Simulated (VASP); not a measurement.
VASP ran on this input.

INCAR:
```
# general
SYSTEM =ZnS
PREC   =Accurate
ENCUT  =400   # plane-wave cut-off (eV)
LREAL  =F   # projection in real space or not
LASPH  =T   # aspherical one-centre terms
NBANDS =44

# electronic loop
EDIFF  =1E-6
NELM   =100   # most electronic steps
ALGO   =Normal   # blocked Davidson
LMAXMIX=4   # l cut-off of mixed one-centre charges

# smearing
ISMEAR =0   # Gaussian
SIGMA  =0.05   # width (eV)

# functional
GGA    =PE   # PBE

# ions
ISIF   =2

# output
LWAVE  =F
LCHARG =F
```

KPOINTS:
```
kpoints
0
Gamma
 6 6 3
```

### POSCAR
```
ZnS
1
    1.9100000000    -3.3082170000     0.0000000000
    1.9100000000     3.3082170000     0.0000000000
    0.0000000000     0.0000000000     6.2600000000
Zn S
2 2
Direct
  0.6666670000   0.3333330000   0.5000000000
  0.3333330000   0.6666670000   0.0000000000
  0.6666670000   0.3333330000   0.8750000000
  0.3333330000   0.6666670000   0.3750000000
```

POTCAR, in this order: Zn S (PBE.64 set). Program: vasp_std.

**Question.** Translate this PBE calculation to Quantum ESPRESSO's pw.x.

**Answer.** One equivalent input (not run):
```
&CONTROL
  calculation = 'scf'
  pseudo_dir = './pseudo'
  outdir = './out'
  tprnfor = .true.
  tstress = .true.
/
&SYSTEM
  ibrav = 0
  nat = 4
  ntyp = 2
  ecutwfc = 84
  occupations = 'smearing'
  smearing = 'gaussian'
  degauss = 0.003675
  input_dft = 'pbe'
/
&ELECTRONS
  conv_thr = 7.3e-08
  electron_maxstep = 100
/
ATOMIC_SPECIES
  Zn 65.380 Zn.upf
  S 32.060 S.upf
CELL_PARAMETERS angstrom
     1.9100000   -3.3082170    0.0000000
     1.9100000    3.3082170    0.0000000
     0.0000000    0.0000000    6.2600000
ATOMIC_POSITIONS crystal
  Zn   0.6666670  0.3333330  0.5000000
  Zn   0.3333330  0.6666670  0.0000000
  S    0.6666670  0.3333330  0.8750000
  S    0.3333330  0.6666670  0.3750000
K_POINTS automatic
  6 6 3 0 0 0
```
Limits of the translation: the potentials are each code's own (VASP's PAW set, PseudoDojo norm-conserving files in pw.x), so ENCUT and ecutwfc are chosen apart and not converted; conv_thr bounds pw.x's estimated SCF error, while EDIFF bounds the energy change between steps; the number of bands isn't carried over, since the valence differs with the files.

The compound is ZnS in the wurtzite structure, the high-temperature form. The cell was not relaxed at this level. The run is one of a series of settings (NBANDS = 44 against the base run), some of them coarse on purpose.
